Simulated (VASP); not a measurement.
Method: PBE GGA, VASP's PBE PAW potentials (set 64) (plane waves; VASP 6.6.1).

The input files of a VASP run:

**INCAR**
```
# general
SYSTEM =In
PREC   =Accurate
ENCUT  =300
LREAL  =F
LASPH  =T   # aspherical one-centre terms

# electronic loop
EDIFF  =1E-6
NELM   =100   # most electronic steps
ALGO   =Normal   # blocked Davidson
LMAXMIX=4   # l cut-off of mixed one-centre charges

# smearing
ISMEAR =-1   # Fermi-Dirac
SIGMA  =0.1

# functional
GGA    =PE   # PBE

# ions
ISIF   =2

# output
LWAVE  =F
LCHARG =F
```

File POSCAR:
```
In
1
   -1.6478250000     1.6478250000     2.5205710000
    1.6478250000    -1.6478250000     2.5205710000
    1.6478250000     1.6478250000    -2.5205710000
In
1
Direct
  0.0000000000   0.0000000000   0.0000000000
```

**KPOINTS**
```
Automatic
0
Gamma
  15 15 15
0.5 0.5 0.5
```

POTCAR, in this order: In_d (PBE.64 set). Program: vasp_std.

Q: What will the output report for the number of irreducible k-points (NKPTS), largest plane-wave count, number of space-group operations, FFT grid (NGX, NGY, NGZ)?

A: 
- number of irreducible k-points (NKPTS): 288
- largest plane-wave count: 340
- number of space-group operations: 16
- FFT grid (NGX, NGY, NGZ): 20 × 20 × 20

The structure comes from a computed database's In entry; how it stands against other phases isn't given here. The cell was not relaxed at this level. The run is one of a series of settings (KPOINTS 15×15×15 Γ-centred mesh shifted by (0.5, 0.5, 0.5) against the base run), some of them coarse on purpose.
